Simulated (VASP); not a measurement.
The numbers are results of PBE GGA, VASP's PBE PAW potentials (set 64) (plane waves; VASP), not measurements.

A VASP calculation is set up with these files.

**KPOINTS**
```
k-points along high-symmetry lines
15
Line-mode
Reciprocal
  0.000000   0.000000   0.000000 ! GAMMA
  0.500000  -0.000000   0.500000 ! X

  0.500000  -0.000000   0.500000 ! X
  0.625000   0.250000   0.625000 ! U

  0.375000   0.375000   0.750000 ! K
  0.000000   0.000000   0.000000 ! GAMMA

  0.000000   0.000000   0.000000 ! GAMMA
  0.500000   0.500000   0.500000 ! L

  0.500000   0.500000   0.500000 ! L
  0.500000   0.250000   0.750000 ! W

  0.500000   0.250000   0.750000 ! W
  0.500000  -0.000000   0.500000 ! X
```

INCAR:
```
SYSTEM = MgSe
PREC = Accurate
ENCUT = 400
EDIFF = 1E-7
NELM = 100
ALGO = Normal
LREAL = .FALSE.
LASPH = .TRUE.
ISMEAR = 0
SIGMA = 0.05
GGA = PE
LMAXMIX = 4
LWAVE = .FALSE.
LCHARG = .FALSE.
LORBIT = 11
ICHARG = 11
```

POSCAR:
```
MgSe
1
    0.0000000000     2.7518329873     2.7518329873
    2.7518329873     0.0000000000     2.7518329873
    2.7518329873     2.7518329873     0.0000000000
Mg Se
1 1
Direct
  0.0000000000   0.0000000000   0.0000000000
  0.5000000000   0.5000000000   0.5000000000
```

POTCAR, in this order: Mg Se (PBE.64 set). Program: vasp_std. Read from the step before: CHGCAR.

### Question
What will the output report for the number of irreducible k-points (NKPTS), number of bands (NBANDS), largest plane-wave count, number of space-group operations, FFT grid (NGX, NGY, NGZ)?

### Answer

```json
{
  "number of irreducible k-points (NKPTS)": "90",
  "number of bands (NBANDS)": "8",
  "largest_plane_wave_count": "769",
  "number_of_space_group_operations": "48",
  "FFT grid (NGX, NGY, NGZ)": "28 × 28 × 28"
}
```

The compound is MgSe in the rock salt structure. It was relaxed first.
